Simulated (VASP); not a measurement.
An input for Quantum ESPRESSO's pw.x (written as the equivalent of a VASP run, and not itself run):

```
&CONTROL
  calculation = 'scf'
  pseudo_dir = './pseudo'
  outdir = './out'
  tprnfor = .true.
  tstress = .true.
/
&SYSTEM
  ibrav = 0
  nat = 8
  ntyp = 3
  ecutwfc = 84
  occupations = 'tetrahedra'
  input_dft = 'pbesol'
/
&ELECTRONS
  conv_thr = 7.3e-09
  electron_maxstep = 100
/
ATOMIC_SPECIES
  Ga 69.723 Ga.upf
  As 74.922 As.upf
  B 10.810 B.upf
CELL_PARAMETERS angstrom
     0.0000000    2.4838704    2.4838704
     2.4838704    0.0000000    2.4838704
    10.0745382   10.0745382   -0.1390565
ATOMIC_POSITIONS crystal
  Ga   0.0054294  0.0054294  0.9959279
  As   0.2134614  0.2134614  0.0899039
  As   0.2371564  0.2371564  0.3221327
  As   0.2593943  0.2593943  0.5554543
  As   0.2815638  0.2815638  0.7888272
  B    0.9786476  0.9786476  0.2660143
  B    0.0010956  0.0010956  0.4991783
  B    0.0232514  0.0232514  0.7325615
K_POINTS automatic
  12 12 3 0 0 0
```

Q: Translate this input to VASP (INCAR, KPOINTS, POSCAR, choice of POTCAR).

A: This is not unique; one that fits is 
### POSCAR
```
GaAs4B3
1
    0.0000000000     2.4838704380     2.4838704380
    2.4838704380     0.0000000000     2.4838704380
   10.0745382205    10.0745382205    -0.1390564687
Ga As B
1 4 3
Direct
  0.0054294023   0.0054294023   0.9959279483
  0.2134614331   0.2134614331   0.0899039251
  0.2371563793   0.2371563793   0.3221327156
  0.2593943271   0.2593943271   0.5554542547
  0.2815637862   0.2815637862   0.7888271604
  0.9786476491   0.9786476491   0.2660142632
  0.0010956379   0.0010956379   0.4991782716
  0.0232513852   0.0232513852   0.7325614612
```

KPOINTS:
```
Regular mesh
0
gamma
12 12 3
0 0 0
```

### INCAR
```
SYSTEM = GaAs4B3
PREC = Accurate
ENCUT = 520
EDIFF = 1E-7
NELM = 100
ALGO = Normal
LREAL = .FALSE.
LASPH = .TRUE.
ISMEAR = -5
GGA = PS
LMAXMIX = 4
LWAVE = .FALSE.
LCHARG = .TRUE.
LORBIT = 11
NEDOS = 601
ISIF = 2
LEFG = .TRUE.
```

POTCAR, in this order: Ga_d As B (PBE.64 set). Program: vasp_std.

What does not carry over: the potentials are each code's own (VASP's PAW set, PseudoDojo norm-conserving files in pw.x), so ENCUT and ecutwfc are chosen apart and not converted; conv_thr bounds pw.x's estimated SCF error, while EDIFF bounds the energy change between steps; the field gradients of LEFG aren't asked of the other code.

The structure was generated: GaAs4B3 was put into an ordered model structure (R3m), which need not be its known phase. It was relaxed first.
